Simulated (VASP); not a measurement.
An input for Quantum ESPRESSO's pw.x (written as the equivalent of a VASP run, and not itself run):

```
&CONTROL
  calculation = 'scf'
  pseudo_dir = './pseudo'
  outdir = './out'
  tprnfor = .true.
  tstress = .true.
/
&SYSTEM
  ibrav = 0
  nat = 2
  ntyp = 2
  ecutwfc = 84
  occupations = 'tetrahedra'
  input_dft = 'vdw-df-obk8'
/
&ELECTRONS
  conv_thr = 7.3e-09
  electron_maxstep = 100
/
ATOMIC_SPECIES
  Ti 47.867 Ti.upf
  C 12.011 C.upf
CELL_PARAMETERS angstrom
    -0.0000000    2.1675582    2.1675582
     2.1675582    0.0000000    2.1675582
     2.1675582    2.1675582    0.0000000
ATOMIC_POSITIONS crystal
  Ti   0.0000000  0.0000000  0.0000000
  C    0.5000000  0.5000000  0.5000000
K_POINTS automatic
  16 16 16 0 0 0
```

Question: Write the VASP files for the same calculation (optB88-vdW).

Answer: This is not unique; one that fits is 
File POSCAR:
```
TiC
1
   -0.0000000000     2.1675581818     2.1675581818
    2.1675581818     0.0000000000     2.1675581818
    2.1675581818     2.1675581818     0.0000000000
Ti C
1 1
Direct
  0.0000000000   0.0000000000   0.0000000000
  0.5000000000   0.5000000000   0.5000000000
```

File KPOINTS:
```
Automatic
0
Gamma
  16 16 16
0 0 0
```

INCAR:
```
SYSTEM = TiC
PREC = Accurate
ENCUT = 520
EDIFF = 1E-7
NELM = 100
ALGO = Normal
LREAL = .FALSE.
LASPH = .TRUE.
ISMEAR = -5
GGA = BO
PARAM1 = 0.1833333333
PARAM2 = 0.22
LUSE_VDW = .TRUE.
AGGAC = 0.0
LMAXMIX = 4
LWAVE = .FALSE.
LCHARG = .TRUE.
LORBIT = 11
NEDOS = 601
ISIF = 2
```

POTCAR, in this order: Ti_sv C (PBE.64 set). Program: vasp_std.

What does not carry over: the potentials are each code's own (VASP's PAW set, PseudoDojo norm-conserving files in pw.x), so ENCUT and ecutwfc are chosen apart and not converted; conv_thr bounds pw.x's estimated SCF error, while EDIFF bounds the energy change between steps.

The compound is TiC in the rock salt structure. It was relaxed first.
